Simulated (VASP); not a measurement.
Output of a VASP run:

### OUTCAR
```
 ion  position               nearest neighbor table
   1  0.000  0.000  0.000-   2 2.75   2 2.75   2 2.75   2 2.75   2 2.75   2 2.75
   2  0.500  0.500  0.500-   1 2.75   1 2.75   1 2.75   1 2.75   1 2.75   1 2.75
  LATTYP: Found a face centered cubic cell.
 ALAT       =     5.5001061066
 Subroutine PRICEL returns:
 Original cell was already a primitive cell.
 Subroutine GETGRP returns: Found 48 space group operations
The static configuration has the point symmetry O_h .
The dynamic configuration has the point symmetry O_h .
 Subroutine INISYM returns: Found 48 space group operations
 Subroutine IBZKPT returns following result:
 Found     47 irreducible k-points:

 Following reciprocal coordinates:
            Coordinates               Weight
  0.000000  0.000000  0.000000      1.000000
  0.100000  0.000000  0.000000      8.000000
  0.200000  0.000000  0.000000      8.000000
  0.300000  0.000000  0.000000      8.000000
  0.400000  0.000000  0.000000      8.000000
  0.500000  0.000000  0.000000      4.000000
  0.100000  0.100000  0.000000      6.000000
  0.200000  0.100000  0.000000     24.000000
  0.300000  0.100000  0.000000     24.000000
  0.400000  0.100000  0.000000     24.000000
  0.500000  0.100000  0.000000     24.000000
 -0.400000  0.100000  0.000000     24.000000
 -0.300000  0.100000  0.000000     24.000000
 -0.200000  0.100000  0.000000     24.000000
 -0.100000  0.100000  0.000000     12.000000
  0.200000  0.200000  0.000000      6.000000
  0.300000  0.200000  0.000000     24.000000
  0.400000  0.200000  0.000000     24.000000
  0.500000  0.200000  0.000000     24.000000
 -0.400000  0.200000  0.000000     24.000000
 -0.300000  0.200000  0.000000     24.000000
 -0.200000  0.200000  0.000000     12.000000
  0.300000  0.300000  0.000000      6.000000
  0.400000  0.300000  0.000000     24.000000
  0.500000  0.300000  0.000000     24.000000
 -0.400000  0.300000  0.000000     24.000000
 -0.300000  0.300000  0.000000     12.000000
  0.400000  0.400000  0.000000      6.000000
  0.500000  0.400000  0.000000     24.000000
 -0.400000  0.400000  0.000000     12.000000
  0.500000  0.500000  0.000000      3.000000
  0.300000  0.200000  0.100000     24.000000
  0.400000  0.200000  0.100000     48.000000
  0.500000  0.200000  0.100000     48.000000
 -0.400000  0.200000  0.100000     24.000000
  0.400000  0.300000  0.100000     24.000000
  0.500000  0.300000  0.100000     48.000000
 -0.400000  0.300000  0.100000     48.000000
 -0.300000  0.300000  0.100000     48.000000
 -0.200000  0.300000  0.100000     24.000000
   k-points           NKPTS =     47   k-points in BZ     NKDIM =     47   number of bands    NBANDS=     13
   number of dos      NEDOS =    301   number of ions     NIONS =      2
   total plane-waves  NPLWV =  21952
   dimension x,y,z NGX =    28 NGY =   28 NGZ =   28
   dimension x,y,z NGXF=    56 NGYF=   56 NGZF=   56
   ions per type =               1   1
   PREC   = accura    normal or accurate (medium, high low for compatibility)
   ISTART =      0    job   : 0-new  1-cont  2-samecut
   ICHARG =      2    charge: 1-file 2-atom 10-const
   ISPIN  =      1    spin polarized calculation?
   LNONCOLLINEAR =      F non collinear calculations
   LSORBIT =      F    spin-orbit coupling
   INIWAV =      1    electr: 0-lowe 1-rand  2-diag
   ENCUT  =  400.0 eV  29.40 Ry    5.42 a.u.   6.34  6.34  6.34*2*pi/ulx,y,z
   NELM   =    100;   NELMIN=  2; NELMDL= -5     # of ELM steps
   EDIFF  = 0.1E-05   stopping-criterion for ELM
   LREAL  =      F    real-space projection
   NLSPLINE    = F    spline interpolate recip. space projectors
   LMAXMIX     =    4 max onsite mixed and CHGCAR
   VOSKOWN=      0    Vosko Wilk Nusair interpolation
   EDIFFG = -.1E-01   stopping-criterion for IOM
   NSW    =     60    number of steps for IOM
   NBLOCK =      1;   KBLOCK =     60    inner block; outer block
   IBRION =      2    ionic relax: 0-MD 1-quasi-New 2-CG
...
```

**OSZICAR**
```
...
DAV:   1     0.593741856879E+02    0.59374E+02   -0.84326E+03  1302   0.112E+03
DAV:   2    -0.535445295157E+02   -0.11292E+03   -0.11069E+03  1517   0.308E+02
DAV:   3    -0.565295484873E+02   -0.29850E+01   -0.29064E+01  1502   0.470E+01
DAV:   4    -0.565655185560E+02   -0.35970E-01   -0.35821E-01  1353   0.583E+00
DAV:   5    -0.565660086265E+02   -0.49007E-03   -0.49007E-03  1465   0.767E-01    0.127E+01
DAV:   6    -0.498513294304E+02    0.67147E+01   -0.47221E+00  1292   0.237E+01    0.261E+00
DAV:   7    -0.499951683704E+02   -0.14384E+00   -0.87489E-01  1312   0.856E+00    0.242E+00
DAV:   8    -0.500814669082E+02   -0.86299E-01   -0.24107E-01  1277   0.389E+00    0.105E+00
DAV:   9    -0.501088939026E+02   -0.27427E-01   -0.22814E-02  1322   0.151E+00    0.261E-01
DAV:  10    -0.501143172430E+02   -0.54233E-02   -0.16120E-02  1272   0.114E+00    0.580E-02
DAV:  11    -0.501147632307E+02   -0.44599E-03   -0.80827E-04  1367   0.243E-01    0.522E-02
DAV:  12    -0.501148154799E+02   -0.52249E-04   -0.10325E-04  1282   0.943E-02    0.252E-02
DAV:  13    -0.501147461969E+02    0.69283E-04   -0.32094E-04  1307   0.168E-01    0.182E-02
DAV:  14    -0.501148507605E+02   -0.10456E-03   -0.15305E-04  1252   0.117E-01    0.576E-03
DAV:  15    -0.501148556447E+02   -0.48842E-05   -0.25770E-06  1418   0.172E-02    0.123E-03
DAV:  16    -0.501148543362E+02    0.13085E-05   -0.38684E-07   661   0.802E-03    0.101E-03
DAV:  17    -0.501148550861E+02   -0.74986E-06   -0.77732E-08   641   0.247E-03
   1 F= -.50114855E+02 E0= -.50115510E+02  d E =-.501149E+02
       N       E                     dE             d eps       ncg     rms          rms(c)
DAV:   1    -0.501368847800E+02   -0.22030E-01   -0.51278E-01  1292   0.870E+00    0.122E+00
DAV:   2    -0.501157273911E+02    0.21157E-01   -0.11839E-01  1292   0.329E+00    0.267E-01
DAV:   3    -0.501147740584E+02    0.95333E-03   -0.39381E-03  1267   0.505E-01    0.133E-01
DAV:   4    -0.501143548756E+02    0.41918E-03   -0.19032E-03  1422   0.358E-01    0.435E-02
DAV:   5    -0.501144679929E+02   -0.11312E-03   -0.38213E-04  1262   0.177E-01    0.356E-02
DAV:   6    -0.501142556700E+02    0.21232E-03   -0.48201E-04  1292   0.191E-01    0.217E-02
DAV:   7    -0.501145301277E+02   -0.27446E-03   -0.14418E-04  1277   0.108E-01    0.311E-03
DAV:   8    -0.501145371344E+02   -0.70066E-05   -0.73615E-06  1487   0.252E-02    0.271E-03
DAV:   9    -0.501145381215E+02   -0.98712E-06   -0.30604E-07   616   0.623E-03
   2 F= -.50114538E+02 E0= -.50115184E+02  d E =0.316965E-03
       N       E                     dE             d eps       ncg     rms          rms(c)
DAV:   1    -0.501231394460E+02   -0.86023E-02   -0.18167E-01  1292   0.519E+00    0.711E-01
DAV:   2    -0.501156356757E+02    0.75038E-02   -0.44865E-02  1292   0.200E+00    0.162E-01
DAV:   3    -0.501151956851E+02    0.43999E-03   -0.16841E-03  1267   0.325E-01    0.780E-02
DAV:   4    -0.501150607979E+02    0.13489E-03   -0.73275E-04  1392   0.213E-01    0.253E-02
DAV:   5    -0.501151025921E+02   -0.41794E-04   -0.13812E-04  1247   0.106E-01    0.210E-02
DAV:   6    -0.501150276998E+02    0.74892E-04   -0.14797E-04  1282   0.106E-01    0.136E-02
DAV:   7    -0.501151139436E+02   -0.86244E-04   -0.49740E-05  1277   0.635E-02    0.219E-03
DAV:   8    -0.501151161002E+02   -0.21565E-05   -0.28246E-06  1377   0.155E-02    0.240E-03
DAV:   9    -0.501151160498E+02    0.50390E-07   -0.75535E-08   616   0.296E-03
   3 F= -.50115116E+02 E0= -.50115767E+02  d E =-.260964E-03
```

### OUTCAR
```
------------------------ aborting loop because EDIFF is reached ----------------------------------------
  FORCE on cell =-STRESS in cart. coord.  units (eV):
  Direction    XX          YY          ZZ          XY          YZ          ZX
  --------------------------------------------------------------------------------------
  Total        0.0019023      0.0019023      0.0019023      0.0000000      0.0000000     -0.0000000
  in kB        0.0735565      0.0735565      0.0735565      0.0000000      0.0000000     -0.0000000
  external PRESSURE =       0.0735565 kB  Pullay stress =       0.0000000 kB
  volume of cell :       41.43
      direct lattice vectors                 reciprocal lattice vectors
    -0.000000000  2.746483813  2.746483813    -0.182050955  0.182050955  0.182050955
     2.746483813 -0.000000000  2.746483813     0.182050955 -0.182050955  0.182050955
     2.746483813  2.746483813  0.000000000     0.182050955  0.182050955 -0.182050955
 POSITION                                       TOTAL-FORCE (eV/Angst)
 -----------------------------------------------------------------------------------
      0.00000      0.00000      0.00000        -0.000000     -0.000000     -0.000000
      2.74648      2.74648      2.74648         0.000000      0.000000      0.000000
 -----------------------------------------------------------------------------------
    total drift:                               -0.000000      0.000000      0.000000
  FREE ENERGIE OF THE ION-ELECTRON SYSTEM (eV)
  ---------------------------------------------------
  free  energy   TOTEN  =       -50.1151160498 eV

  energy  without entropy=      -50.1170701623  energy(sigma->0) =      -50.11576742

 reached required accuracy - stopping structural energy minimisation
```
(Selected blocks of OUTCAR.)

### POSCAR
```
MoSb
1
    0.0000000000     2.7500530533     2.7500530533
    2.7500530533    -0.0000000000     2.7500530533
    2.7500530533     2.7500530533     0.0000000000
Mo Sb
1 1
Direct
  0.0000000000   0.0000000000   0.0000000000
  0.5000000000   0.5000000000   0.5000000000
```

Task: Write an INCAR and KPOINTS that could have produced this output.

Result: Several could match; the one computed here: the input of the run itself, r2SCAN meta-GGA, plane waves, VASP's PBE PAW potentials (set 64).

INCAR:
```
SYSTEM = MoSb
PREC = Accurate; ENCUT = 400; LREAL = .False.
LASPH = .True.
EDIFF = 1E-6; NELM = 100; ALGO = Normal
LMAXMIX = 4; LMIXTAU = .True.
ISMEAR = 1; SIGMA = 0.1
METAGGA = R2SCAN
IBRION = 2; NSW = 60; ISIF = 3
EDIFFG = -0.01
LWAVE = .False.; LCHARG = .False.
```

File KPOINTS:
```
Automatic mesh
0
Gamma
10 10 10
0 0 0
```

POTCAR, in this order: Mo_sv Sb (PBE.64 set). Program: vasp_std.

The structure was generated: MoSb was put into the rock salt type (Fm-3m), which need not be its known phase. This run relaxes it. Symmetry was kept, so distortions that lower it aren't found. The start is the result of an earlier pass. The electron count is odd and the run is not spin-polarised, which forces a metal.
